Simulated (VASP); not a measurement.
Level of theory: PW91 GGA, VASP's PBE PAW potentials (set 64) (plane waves; VASP 6.6.1).

Input for VASP

**INCAR**
```
ALGO  =  Normal
EDIFF  =  1E-7
ENCUT  =  520
GGA  =  91
ISIF  =  2
ISMEAR  =  1
LASPH  =  .TRUE.
LCHARG  =  .FALSE.
LREAL  =  .FALSE.
LWAVE  =  .FALSE.
NELM  =  100
PREC  =  Accurate
SIGMA  =  0.1
SYSTEM  =  Al
```

### POSCAR
```
Al
1
    0.0000000000     1.9797067272     1.9797067272
    1.9797067272     0.0000000000     1.9797067272
    1.9797067272     1.9797067272     0.0000000000
Al
1
Direct
  1.0000000000   0.0000000000   1.0000000000
```

KPOINTS:
```
Automatic mesh
0
Gamma
15 15 15
0 0 0
```

POTCAR, in this order: Al (PBE.64 set). Program: vasp_std.

**Question.** What will the output report for the number of irreducible k-points (NKPTS), largest plane-wave count, number of space-group operations, FFT grid (NGX, NGY, NGZ)?

**Answer.** 
```yaml
number of irreducible k-points (NKPTS): 120
largest_plane_wave_count: 432
number_of_space_group_operations: 48
FFT grid (NGX, NGY, NGZ): 24 × 24 × 24
```

The compound is Al in the fcc structure. This cell is one point of a volume scan, at 0.94 of the reference volume.
